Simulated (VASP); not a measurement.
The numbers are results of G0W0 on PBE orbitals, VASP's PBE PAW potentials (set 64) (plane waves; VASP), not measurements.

Input for VASP

File KPOINTS:
```
Automatic mesh
0
Gamma
6 6 6
0 0 0
```

**POSCAR**
```
AlN
3.0971280
  0.0000000000   0.7071067131   0.7071067131
  0.7071067131   0.0000000000   0.7071067131
  0.7071067131   0.7071067131   0.0000000000
Al N
1 1
Cartesian
  0.0000000000   0.0000000000   0.0000000000
  0.3535533565   0.3535533565   0.3535533565
```

### INCAR
```
SYSTEM = AlN
PREC = Normal; ENCUT = 500; LREAL = F
LASPH = T; NBANDS = 128
ALGO = EVGW0
ISMEAR = 0; SIGMA = 0.01
GGA = PE
LWAVE = T; LCHARG = F
ENCUTGW = 180; NELMGW = 1; NOMEGA = 64
NBANDSGW = 14; LSPECTRALGW = T
```

POTCAR, in this order: Al_GW N_GW_new (PBE.64 set). Program: vasp_std. Read from the step before: W*.

Output of the run:

### OUTCAR
```
 ion  position               nearest neighbor table
   1  0.000  0.000  0.000-   2 1.90   2 1.90   2 1.90   2 1.90
   2  0.250  0.250  0.250-   1 1.90   1 1.90   1 1.90   1 1.90
  LATTYP: Found a face centered cubic cell.
 ALAT       =     4.3800000000
 Subroutine PRICEL returns:
 Original cell was already a primitive cell.
 Subroutine GETGRP returns: Found 24 space group operations
The static configuration has the point symmetry T_d .
The dynamic configuration has the point symmetry T_d .
 Subroutine INISYM returns: Found 24 space group operations
 Subroutine IBZKPT returns following result:
 Found     16 irreducible k-points:

 Following reciprocal coordinates:
            Coordinates               Weight
  0.000000  0.000000  0.000000      1.000000
  0.166667  0.000000  0.000000      8.000000
  0.333333  0.000000  0.000000      8.000000
  0.500000  0.000000  0.000000      4.000000
  0.166667  0.166667  0.000000      6.000000
  0.333333  0.166667  0.000000     24.000000
  0.500000  0.166667  0.000000     24.000000
 -0.333333  0.166667  0.000000     24.000000
 -0.166667  0.166667  0.000000     12.000000
  0.333333  0.333333  0.000000      6.000000
  0.500000  0.333333  0.000000     24.000000
 -0.333333  0.333333  0.000000     12.000000
  0.500000  0.500000  0.000000      3.000000
  0.500000  0.333333  0.166667     24.000000
 -0.333333  0.333333  0.166667     24.000000
 -0.333333  0.500000  0.166667     12.000000
 Subroutine IBZKPT_HF returns following result:
   k-points           NKPTS =     16   k-points in BZ     NKDIM =    216   number of bands    NBANDS=    128
   number of dos      NEDOS =    301   number of ions     NIONS =      2
   total plane-waves  NPLWV =   5832
   dimension x,y,z NGX =    18 NGY =   18 NGZ =   18
   dimension x,y,z NGXF=    36 NGYF=   36 NGZF=   36
   ions per type =               1   1
   PREC   = normal    normal or accurate (medium, high low for compatibility)
   ISTART =      1    job   : 0-new  1-cont  2-samecut
   ICHARG =      0    charge: 1-file 2-atom 10-const
   ISPIN  =      1    spin polarized calculation?
   LNONCOLLINEAR =      F non collinear calculations
   LSORBIT =      F    spin-orbit coupling
   INIWAV =      1    electr: 0-lowe 1-rand  2-diag
   ENCUT  =  500.0 eV  36.75 Ry    6.06 a.u.   5.65  5.65  5.65*2*pi/ulx,y,z
   NELM   =     60;   NELMIN=  2; NELMDL=  0     # of ELM steps
   EDIFF  = 0.1E-03   stopping-criterion for ELM
   LREAL  =      F    real-space projection
   NLSPLINE    = F    spline interpolate recip. space projectors
   LMAXMIX     =    2 max onsite mixed and CHGCAR
   VOSKOWN=      0    Vosko Wilk Nusair interpolation
   EDIFFG = 0.1E-02   stopping-criterion for IOM
   NSW    =      0    number of steps for IOM
   NBLOCK =      1;   KBLOCK =      1    inner block; outer block
   IBRION =     -1    ionic relax: 0-MD 1-quasi-New 2-CG
   NFREE  =      0    steps in history (QN), initial steepest desc. (CG)
   ISIF   =      0    stress and relaxation
   ISYM   =      3    0-nonsym 1-usesym 2-fastsym
   TEIN   =    0.0    initial temperature
   TEBEG  =    0.0;   TEEND  =   0.0 temperature during run
   SMASS  =  -3.00    Nose mass-parameter (am)
   PSTRESS=    0.0 pullay stress
   NELECT =       8.0000    total number of electrons
   EFERMI =   0.00;   METHOD = LEGACY
   ISMEAR =     0;   SIGMA  =   0.01  broadening in eV -4-tet -1-fermi 0-gaus
   IALGO  =     38    algorithm
   LDIAG  =      T    sub-space diagonalisation (order eigenvalues)
   IMIX   =      4    mixing-type and parameters
     AMIX     =   0.40;   BMIX     =  1.00
     AMIX_MAG =   1.60;   BMIX_MAG =  1.00
     AMIN     =   0.10
   GGA     = PE    functional components
   VOSKOWN =     0    Vosko Wilk Nusair interpolation
...
```

### OSZICAR
```
energies w=
    0.000    0.000    0.546    0.000    1.091    0.000    1.633    0.000
    2.172    0.000    2.706    0.000    3.235    0.000    3.758    0.000
    4.274    0.000    4.783    0.000    5.285    0.000    5.780    0.000
    6.268    0.000    6.750    0.000    7.226    0.000    7.696    0.000
    8.161    0.000    8.622    0.000    9.080    0.000    9.535    0.000
    9.989    0.000   10.441    0.000   10.894    0.000   11.349    0.000
   11.805    0.000   12.266    0.000   12.731    0.000   13.203    0.000
   13.682    0.000   14.171    0.000   14.671    0.000   15.183    0.000
   15.711    0.000   16.255    0.000   16.820    0.000   17.406    0.000
   18.019    0.000   18.661    0.000   19.336    0.000   20.049    0.000
   20.806    0.000   21.613    0.000   22.477    0.000   23.407    0.000
   24.414    0.000   25.511    0.000   26.712    0.000   28.036    0.000
   29.507    0.000   31.152    0.000   33.010    0.000   35.125    0.000
   37.560    0.000   40.396    0.000   43.743    0.000   47.754    0.000
   52.651    0.000   58.761    0.000   66.595    0.000   76.993    0.000
   91.441    0.000  112.840    0.000  147.718    0.000  214.478    0.000
NQ=   1    0.0000    0.0000    0.0000,
 performed        271000 updates of chi_q(r,r)
NQ=   2    0.1667    0.0000    0.0000,
 performed        786000 updates of chi_q(r,r)
NQ=   3    0.3333    0.0000    0.0000,
 performed       1301000 updates of chi_q(r,r)
NQ=   4    0.5000    0.0000    0.0000,
 performed       1730000 updates of chi_q(r,r)
NQ=   5    0.1667    0.1667    0.0000,
 performed       2245000 updates of chi_q(r,r)
NQ=   6    0.3333    0.1667    0.0000,
 performed       3068000 updates of chi_q(r,r)
NQ=   7    0.5000    0.1667    0.0000,
 performed       3891000 updates of chi_q(r,r)
NQ=   8   -0.3333    0.1667    0.0000,
 performed       4714000 updates of chi_q(r,r)
NQ=   9   -0.1667    0.1667    0.0000,
 performed       5422000 updates of chi_q(r,r)
NQ=  10    0.3333    0.3333    0.0000,
 performed       5937000 updates of chi_q(r,r)
NQ=  11    0.5000    0.3333    0.0000,
 performed       6760000 updates of chi_q(r,r)
NQ=  12   -0.3333    0.3333    0.0000,
 performed       7468000 updates of chi_q(r,r)
NQ=  13    0.5000    0.5000    0.0000,
 performed       7847000 updates of chi_q(r,r)
NQ=  14    0.5000    0.3333    0.1667,
 performed       8778000 updates of chi_q(r,r)
NQ=  15   -0.3333    0.3333    0.1667,
 performed       9651000 updates of chi_q(r,r)
NQ=  16   -0.3333    0.5000    0.1667,
 performed      10363000 updates of chi_q(r,r)
 resolving degeneracies of screened two electron integrals
```

File OUTCAR:
```


 k-point   1 :       0.0000    0.0000    0.0000
  band No.  KS-energies  QP-energies   sigma(KS)   V_xc(KS)     V^pw_x(r,r')   Z            occupation Imag(sigma)

      1      -9.3613     -10.8921     -16.8843     -14.7847     -24.7425       0.7291       2.0000       1.2484
      2       5.5792       4.5585     -18.0506     -16.7304     -20.7475       0.7732       2.0000       0.0640
      3       5.5792       4.5585     -18.0506     -16.7304     -20.7475       0.7732       2.0000       0.0640
      4       5.5792       4.5585     -18.0506     -16.7304     -20.7475       0.7732       2.0000       0.0640
      5       9.6977      10.3460     -11.6750     -12.4769      -7.8580       0.8085       0.0000      -0.0506
      6      18.0404      18.9427      -9.1233     -10.2499      -4.0439       0.8009       0.0000      -0.0996
      7      18.0404      18.9427      -9.1233     -10.2499      -4.0439       0.8009       0.0000      -0.0996
      8      18.0404      18.9427      -9.1233     -10.2499      -4.0439       0.8009       0.0000      -0.0996
      9      23.1848      24.0842      -9.2855     -10.4239      -3.6956       0.7901       0.0000      -0.2552
     10      23.1848      24.0842      -9.2855     -10.4239      -3.6956       0.7901       0.0000      -0.2552
     11      24.5729      25.0047      -9.0637      -9.6212      -2.5866       0.7746       0.0000      -0.6584
     12      24.5729      25.0047      -9.0637      -9.6212      -2.5866       0.7746       0.0000      -0.6584
     13      24.5729      25.0047      -9.0637      -9.6212      -2.5866       0.7746       0.0000      -0.6584
     14      26.6127      26.9297      -7.8527      -8.2597      -1.7592       0.7790       0.0000      -0.5096

 k-point   2 :       0.1667    0.0000    0.0000
  band No.  KS-energies  QP-energies   sigma(KS)   V_xc(KS)     V^pw_x(r,r')   Z            occupation Imag(sigma)

      1      -8.9677     -10.4634     -17.0547     -14.9930     -24.8521       0.7255       2.0000       1.1921
      2       3.7290       2.5868     -16.6026     -15.1100     -19.5302       0.7652       2.0000       0.0790
      3       5.4469       4.4101     -17.9660     -16.6241     -20.6962       0.7726       2.0000       0.0650
      4       5.4469       4.4101     -17.9660     -16.6241     -20.6962       0.7726       2.0000       0.0650
      5      11.1219      11.8434     -12.3338     -13.2382      -8.3322       0.7978       0.0000      -0.0558
      6      17.1348      18.0169      -9.7861     -10.8971      -4.7084       0.7940       0.0000      -0.1031
      7      18.2090      19.0927      -9.1983     -10.3067      -4.0095       0.7973       0.0000      -0.1202
      8      18.2090      19.0927      -9.1983     -10.3067      -4.0095       0.7973       0.0000      -0.1202
      9      21.3925      22.1389      -8.9461      -9.8895      -3.4579       0.7911       0.0000      -0.2307
     10      21.3925      22.1389      -8.9461      -9.8895      -3.4579       0.7911       0.0000      -0.2307
     11      23.1488      23.5373      -8.4631      -8.9535      -2.3409       0.7923       0.0000      -0.5526
     12      28.0808      28.8102      -9.6244     -10.5376      -2.8838       0.7988       0.0000      -0.9201
     13      28.0808      28.8102      -9.6244     -10.5376      -2.8838       0.7988       0.0000      -0.9201
     14      29.3410      29.9354      -8.7018      -9.4469      -2.1883       0.7978       0.0000      -0.7892

 k-point   3 :       0.3333    0.0000    0.0000
  band No.  KS-energies  QP-energies   sigma(KS)   V_xc(KS)     V^pw_x(r,r')   Z            occupation Imag(sigma)

      1      -7.9923      -9.4326     -17.6605     -15.6550     -25.2927       0.7182       2.0000       1.0524
      2       1.0480      -0.2393     -15.2468     -13.4940     -18.9271       0.7344       2.0000       0.1344
      3       5.2080       4.1438     -17.8409     -16.4610     -20.6349       0.7713       2.0000       0.0668
      4       5.2080       4.1438     -17.8409     -16.4610     -20.6349       0.7713       2.0000       0.0668
      5      12.5110      13.2814     -11.1772     -12.1389      -6.7768       0.8011       0.0000      -0.0646
      6      15.9062      16.7511     -11.2934     -12.3942      -6.0277       0.7675       0.0000      -0.1160
      7      17.2391      18.0129      -8.9229      -9.8896      -3.8960       0.8005       0.0000      -0.1132
      8      17.2391      18.0129      -8.9229      -9.8896      -3.8960       0.8005       0.0000      -0.1132
      9      22.8128      23.3247      -8.9032      -9.5509      -2.8240       0.7903       0.0000      -0.4540
     10      23.0017      23.8000      -9.4362     -10.4641      -3.4812       0.7767       0.0000      -0.3104
     11      23.0017      23.8000      -9.4362     -10.4641      -3.4812       0.7767       0.0000      -0.3104
     12      30.7914      31.7903     -10.4168     -11.6839      -3.2668       0.7883       0.0000      -1.0840
     13      30.7914      31.7903     -10.4168     -11.6839      -3.2668       0.7883       0.0000      -1.0840
     14      31.8210      32.8771     -10.2670     -11.5946      -3.2311       0.7955       0.0000      -1.0876

 k-point   4 :       0.5000    0.0000    0.0000
  band No.  KS-energies  QP-energies   sigma(KS)   V_xc(KS)     V^pw_x(r,r')   Z            occupation Imag(sigma)

      1      -7.3364      -8.7729     -18.2588     -16.2917     -25.8129       0.7303       2.0000       0.9794
      2      -0.2476      -1.5660     -14.3889     -12.5573     -18.4194       0.7198       2.0000       0.1995
      3       5.0993       4.0243     -17.7947     -16.3989     -20.6173       0.7702       2.0000       0.0676
      4       5.0993       4.0243     -17.7947     -16.3989     -20.6173       0.7702       2.0000       0.0676
      5      12.8754      13.6321     -10.1568     -11.0873      -5.7592       0.8132       0.0000      -0.0615
      6      15.3846      16.2032     -12.0581     -13.1460      -6.6262       0.7524       0.0000      -0.1242
      7      16.6605      17.4082      -8.8176      -9.7469      -3.9033       0.8045       0.0000      -0.1001
      8      16.6605      17.4082      -8.8176      -9.7469      -3.9033       0.8045       0.0000      -0.1001
      9      23.4488      24.0475      -9.6321     -10.4000      -3.2701       0.7795       0.0000      -0.4622
     10      25.5447      26.2990      -9.8788     -10.8661      -3.0554       0.7639       0.0000      -0.5687
     11      25.5447      26.2990      -9.8788     -10.8661      -3.0554       0.7639       0.0000      -0.5687
     12      28.9727      30.0389     -10.1157     -11.4441      -3.8416       0.8026       0.0000      -0.7059
     13      28.9727      30.0389     -10.1157     -11.4441      -3.8416       0.8026       0.0000      -0.7059
     14      30.9070      32.0485     -10.5362     -11.9566      -3.7825       0.8036       0.0000      -1.0192

 k-point   5 :       0.1667    0.1667    0.0000
  band No.  KS-energies  QP-energies   sigma(KS)   V_xc(KS)     V^pw_x(r,r')   Z            occupation Imag(sigma)

      1      -8.8378     -10.3266     -17.1119     -15.0625     -24.8889       0.7264       2.0000       1.1715
      2       3.8529       2.7404     -16.7486     -15.2977     -19.6289       0.7668       2.0000       0.0769
      3       5.0631       3.9811     -17.6305     -16.2266     -20.4286       0.7707       2.0000       0.0678
      4       5.0631       3.9811     -17.6305     -16.2266     -20.4286       0.7707       2.0000       0.0678
      5      11.4059      12.1319     -12.4561     -13.3689      -8.4185       0.7953       0.0000      -0.0577
      6      16.6439      17.5256      -9.1271     -10.2206      -4.2322       0.8063       0.0000      -0.0837
      7      18.1470      18.7618      -8.7483      -9.5129      -3.5992       0.8041       0.0000      -0.1588
      8      18.7651      19.6872      -9.7624     -10.9332      -4.3700       0.7876       0.0000      -0.1417
      9      18.7651      19.6872      -9.7624     -10.9332      -4.3700       0.7876       0.0000      -0.1417
     10      24.0173      24.9128      -9.2866     -10.4130      -3.5578       0.7950       0.0000      -0.3131
     11      26.2582      26.7579      -9.0379      -9.6712      -2.5111       0.7889       0.0000      -0.7911
     12      26.2582      26.7579      -9.0379      -9.6712      -2.5111       0.7889       0.0000      -0.7911
     13      27.3717      27.9980      -8.8465      -9.6392      -2.5402       0.7902       0.0000      -0.7464
     14      29.9433      30.6909      -9.1212     -10.0603      -2.4294       0.7961       0.0000      -0.8678

 k-point   6 :       0.3333    0.1667    0.0000
  band No.  KS-energies  QP-energies   sigma(KS)   V_xc(KS)     V^pw_x(r,r')   Z            occupation Imag(sigma)

      1      -8.0510      -9.4881     -17.5821     -15.5785     -25.2223       0.7172       2.0000       1.0555
      2       1.9175       0.6664     -15.7787     -14.1040     -19.2107       0.7470       2.0000       0.1097
      3       4.6379       3.5237     -17.3037     -15.8551     -20.1640       0.7691       2.0000       0.0711
      4       4.7193       3.6003     -17.4164     -15.9611     -20.2921       0.7689       2.0000       0.0706
      5      12.1460      12.8488     -11.2062     -12.0885      -6.8593       0.7965       0.0000      -0.0662
      6      15.7988      16.6297     -10.0703     -11.1125      -5.1899       0.7973       0.0000      -0.0880
      7      16.7418      17.5700      -9.8287     -10.8670      -4.8303       0.7977       0.0000      -0.0988
      8      18.6861      19.5572      -9.7681     -10.8758      -4.3278       0.7864       0.0000      -0.1631
      9      20.3099      21.1530      -9.8812     -10.9686      -4.0488       0.7753       0.0000      -0.2358
     10      24.7658      25.5868      -9.4448     -10.4928      -3.3230       0.7834       0.0000      -0.4198
     11      25.6722      26.2760      -8.7800      -9.5357      -2.5882       0.7990       0.0000      -0.6572
     12      29.5551      30.4438      -9.6529     -10.7399      -2.9058       0.8176       0.0000      -1.0066
     13      30.7201      31.6748     -10.3351     -11.5466      -3.1646       0.7880       0.0000      -1.1127
     14      32.4423      33.3860      -9.7813     -10.9595      -2.8579       0.8010       0.0000      -1.1212

...
```
(Selected blocks of OUTCAR.)

The mesh is coarse and the basis finite, so the quasiparticle values are not converged.

The compound is AlN in the zinc blende structure, a metastable form; wurtzite is the usual one. The cell was not relaxed at this level.
